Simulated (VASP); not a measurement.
All values below come from r2SCAN meta-GGA, VASP's PBE PAW potentials (set 64) (plane waves; VASP).

A VASP calculation is set up with these files.

File KPOINTS:
```
Automatic mesh
0
Gamma
12 12 1
0 0 0
```

**INCAR**
```
SYSTEM = SiO2
PREC = Accurate; ENCUT = 520; LREAL = F
LASPH = T; NBANDS = 36
EDIFF = 1E-7; NELM = 100; ALGO = Normal
LMIXTAU = T
ISMEAR = 0; SIGMA = 0.01
METAGGA = R2SCAN
LWAVE = F; LCHARG = F; NEDOS = 1001
LOPTICS = T; LPEAD = T; CSHIFT = 0.1
```

**POSCAR**
```
SiO2
1
    2.6042698743    -0.0000002528     0.0000000000
   -1.3021357091     2.2553634402    -0.0000000000
   -0.0000000000    -0.0000000000    14.9190822762
Si O
1 2
Direct
  0.6666670000   0.3333330000   0.5000000000
  0.3333330000   0.6666670000   0.4282235772
  0.3333330000   0.6666670000   0.5717764228
```

POTCAR, in this order: Si O (PBE.64 set). Program: vasp_std.

Problem. What will the output report for the number of irreducible k-points (NKPTS), largest plane-wave count, number of space-group operations, FFT grid (NGX, NGY, NGZ)?

Solution. 
```
Item                                            Value
--------------------------------------  -------------
number of irreducible k-points (NKPTS)             19
largest plane-wave count                         2403
number of space-group operations                   12
FFT grid (NGX, NGY, NGZ)                20 × 20 × 112
```

The cell is a sheet with vacuum, built from a generated structure.
